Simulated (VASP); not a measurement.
Energy against volume of InAs (zinc blende). All values below come from PBE GGA with D3 dispersion (zero damping), VASP's PBE PAW potentials (set 64) (plane waves; VASP). Settings: 520 eV cut-off, 10×10×10 Γ-centred mesh, first-order Methfessel-Paxton smearing of 0.10 eV, potentials In_d As.

| V (Å³/atom) | E (eV/atom) |
|---|---|
| 27.189 | -4.05062 |
| 28.057 | -4.06516 |
| 28.924 | -4.06967 |
| 29.792 | -4.06571 |

Task: Fit these four points and predict the energy of the run at 30.660 Å³/atom.

Result: A cubic in V^(−2/3), the third-order Birch-Murnaghan form, passes through the four points with V0 = 28.93 Å³/atom and B0 = 52 GPa, and gives -4.0546 eV/atom there. The run gave -4.0547 eV/atom, -0.1 meV/atom from the fit; all five points give B0 = 52 GPa.

The compound is InAs in the zinc blende structure. It was relaxed first.
